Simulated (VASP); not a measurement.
Set up this calculation in VASP 6.6.1, as the native input.

```yaml
Task: relaxation of cell and atoms
Functional: PBE
Dispersion: D3(BJ)
Potentials_or_basis: VASP PAW PBE potentials, release 64 (Sn_d, Se)
Cutoff: 600 eV
k_mesh: 9 × 9 × 5
Occupations: gaussian, width 0.03 eV
Spin: no spin polarisation
Target_pressure: 5.1 GPa
Further_INCAR_settings: ALGO = Normal; EDIFF = 1e-07; IBRION = 2; EDIFFG = -0.005; NSW = 90; ISIF = 3
Target_pressure: 5.1 GPa
```

The structure of SnSe2 lies in POSCAR:

```
SnSe2                                   
1.0
    3.7801635237     -0.0000000000     -0.0000000000
   -1.8900817618      3.2737176419     -0.0000000000
   -0.0000000000     -0.0000000000      5.5506176159
  Sn              Se            
     1     2
Direct
     0.0000000000000000    1.0000000000000000    1.0000000000000000
     0.3333333332999970    0.6666666667000030    0.2861105149537241
     0.6666666667000030    0.3333333332999970    0.7138894850462759
```

One way to write it, as run:

INCAR

```
SYSTEM = SnSe2
PREC     = Accurate       ! precision mode
ENCUT    = 600            ! plane-wave cutoff, eV
EDIFF    = 1E-7           ! SCF threshold, eV
ISMEAR   = 0              ! smearing method
SIGMA    = 0.03           ! smearing width, eV
LREAL    = .False.        ! projectors in reciprocal space
LASPH    = .True.         ! aspherical terms in the spheres
NELM     = 80             ! most SCF steps
ALGO     = Normal         ! electronic algorithm
ISIF     = 3              ! what is computed and relaxed
LWAVE    = .False.        ! write WAVECAR
LCHARG   = .False.        ! write CHGCAR
GGA      = PE             ! functional
IVDW     = 12             ! dispersion correction
IBRION   = 2              ! ionic algorithm
NSW      = 90             ! ionic steps
EDIFFG   = -0.005         ! ionic threshold
PSTRESS  = 51.0
```

KPOINTS

```
Automatic mesh
0
Gamma
  9 9 5
  0 0 0
```

Potentials or basis: VASP PAW PBE potentials, release 64 (Sn_d, Se).

Command:

```sh
$ cat potpaw_PBE.64/Sn_d/POTCAR potpaw_PBE.64/Se/POTCAR > POTCAR
$ mpirun -np 1 vasp_std > vasp.out
```

Results of the run:

- Relaxed volume: 22.93 Å³/atom
- Relaxed cell: a = 3.780 Å, b = 3.780 Å, c = 5.560 Å, α = 90.00°, β = 90.00°, γ = 120.00°
- Space group after relaxing (to 0.05 Å): P-3m1 (No. 164)
- Energy change on relaxing (the enthalpy is what falls): -1.0 meV/atom
- Ionic steps: 9
- Pressure after relaxing: 5.1 GPa
- Band gap on the k mesh: none (metal or under the smearing width)
- Dispersion energy per atom: -0.409 eV

Caveat: the cell is relaxed towards a set pressure, so the enthalpy falls and the energy may rise; pairwise dispersion overbinds metals, which lowers pressure and volume.

Run time: 2.1 min on 1 thread of Intel(R) Xeon(R) 6975P-C (Granite Rapids), with other jobs on the host, peak memory 0.26 GiB.
